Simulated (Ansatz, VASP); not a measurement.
**One calculation of SnC3, two programs**

```xyz
4
Lattice="1.5669 0.9047 5.1714 -1.5669 0.9047 5.1714 0.0000 -1.8094 5.1714" Properties=species:S:1:pos:R:3 pbc="T T T"
C     1.5669    0.9047    5.3926
C     0.0000    0.0000    7.4087
C     0.0000    0.0000    5.9470
Sn    0.0000    0.0000   13.5726
```

The cell was built by a generator and needn't be a form met in nature.

Alike in both runs: task single point; functional r2SCAN; k mesh 6 × 6 × 6; occupations fermi-dirac, width 0.02 eV; no spin polarisation.

|  | VASP | Ansatz |
| --- | --- | --- |
| version | VASP 6.6.1 | Ansatz 0.2.0 |
| potentials or method | VASP PAW PBE potentials, release 64 (C, Sn_d) | plane waves, PAW |
| plane-wave cutoff (eV) | 520 | 500 |
| valence electrons in the cell | 26 | 26 |

|  | VASP | Ansatz | Ansatz less VASP |
| --- | --- | --- | --- |
| pressure (GPa) | 0.4 | -0.1 | -0.41 |
| rms of the force components (eV/Å) | 0.037 | 0.016 | -0.0212 |

Atom by atom the forces differ by 0.021 eV/Å (rms over components).

Caveats: the k mesh is coarse (spacing up to 0.39 Å⁻¹), so the values aren't converged; the PAW data sets were made with another functional, which shifts forces and pressure a little (VASP).
